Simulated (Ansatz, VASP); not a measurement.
One calculation of MgCd5O6, two programs

```
Mg Cd O
1.0
     3.32772    0.00000    0.00000
     0.00000    3.32772    0.00000
     0.00000    0.00000   14.12528
Mg Cd O
1 5 6
Direct
  0.50000 0.50000 0.50000
  0.00000 0.00000 0.66042
  0.50000 0.50000 0.82800
  0.00000 0.00000 0.00000
  0.50000 0.50000 0.17200
  0.00000 0.00000 0.33958
  0.00000 0.00000 0.82887
  0.50000 0.50000 0.00000
  0.00000 0.00000 0.17113
  0.50000 0.50000 0.34776
  0.00000 0.00000 0.50000
  0.50000 0.50000 0.65224
```

Alike in both runs: functional PBE; k mesh 6 × 6 × 1; occupations gaussian, width 0.1 eV; no spin polarisation.

Ansatz relaxed the structure, and its values are those at the end. VASP's run is a single point on that final structure, the one shown.

```csv
,VASP,Ansatz
version,VASP 6.6.1,Ansatz 0.2.0
potentials or method,"VASP PAW PBE potentials, release 64 (Mg, Cd, O)","scalar-relativistic, plane waves, PAW"
plane-wave cutoff (eV),520,420
valence electrons in the cell,98,146
```

```csv
,VASP,Ansatz,Ansatz less VASP
gap on the k mesh at the Fermi level (eV),none,none,-
pressure (GPa),1.0,0.0,-1.07
rms of the force components (eV/Å),0.008,0.005,-0.0023
```

A gap of «none» marks a metal or a gap that the smearing closes. The two sets of potentials don't hold the same shells in valence.

Caveats: the k mesh is coarse (spacing up to 0.44 Å⁻¹), so the values aren't converged.
